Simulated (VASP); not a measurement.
```xyz
5
Lattice="-2.0865 2.0865 5.5793 2.0865 -2.0865 5.5793 2.0865 2.0865 -5.5793" Properties=species:S:1:pos:R:3 pbc="T T T"
Eu     0.0000     0.0000     0.0000
Al     0.0000     2.0865     2.7896
Al     2.0865     0.0000     2.7896
Zn     0.0000     0.0000     6.8043
Zn     0.0000     0.0000     4.3543
```

The numbers are results of PBEsol GGA, VASP's PBE PAW potentials (set 64) (plane waves; VASP), not measurements. Numerical set-up: 480 eV cut-off, 10×10×10 Γ-centred mesh, first-order Methfessel-Paxton smearing of 0.10 eV, potentials Eu_2 Al Zn.

The 4f electrons are frozen in the core of the lanthanide potential, so 4f levels, which can set the real gap, and their magnetism are missing.

Q: Give the stress tensor in GPa (positive for a compressed cell).

A: 
```
-2.24   0.00   0.00
 0.00  -2.24   0.00
 0.00   0.00  -0.79
```
The pressure is its mean diagonal, -1.76 GPa.

The structure comes from a computed database's Al2EuZn2 entry (I4/mmm); how it stands against other phases isn't given here. This cell was strained or had an atom moved on purpose. Symmetry was kept, so distortions that lower it aren't found.
